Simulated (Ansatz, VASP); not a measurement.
# One calculation of ZnB12, two programs

```
CELL_PARAMETERS angstrom
0.00000 3.71616 3.71616
3.71616 0.00000 3.71616
3.71616 3.71616 0.00000
ATOMIC_POSITIONS crystal
Zn 0.00000 0.00000 0.00000
B 0.50000 0.83758 0.50000
B 0.83758 0.50000 0.50000
B 0.50000 0.83758 0.16242
B 0.16242 0.50000 0.83758
B 0.83758 0.50000 0.16242
B 0.50000 0.50000 0.83758
B 0.16242 0.83758 0.50000
B 0.50000 0.16242 0.83758
B 0.50000 0.50000 0.16242
B 0.83758 0.16242 0.50000
B 0.16242 0.50000 0.50000
B 0.50000 0.16242 0.50000
```

Change from the starting cell: species swapped into the HfB12 type (Fm-3m, No. 225).

Alike in both runs: functional PBE; k mesh 10 × 10 × 10; occupations gaussian, width 0.1 eV; no spin polarisation.

Ansatz relaxed the structure, and its values are those at the end. VASP's run is a single point on that final structure, the one shown.

|  | VASP | Ansatz |
| --- | --- | --- |
| version | VASP 6.6.1 | Ansatz 0.2.0 |
| potentials or method | VASP PAW PBE potentials, release 64 (Zn, B) | scalar-relativistic, plane waves, PAW |
| plane-wave cutoff (eV) | 520 | 420 |
| valence electrons in the cell | 48 | 48 |

```tsv
	VASP	Ansatz	Ansatz less VASP
gap on the k mesh at the Fermi level (eV)	none	none	-
pressure (GPa)	0.0	0.0	-0.05
```

A gap of «none» marks a metal or a gap that the smearing closes.
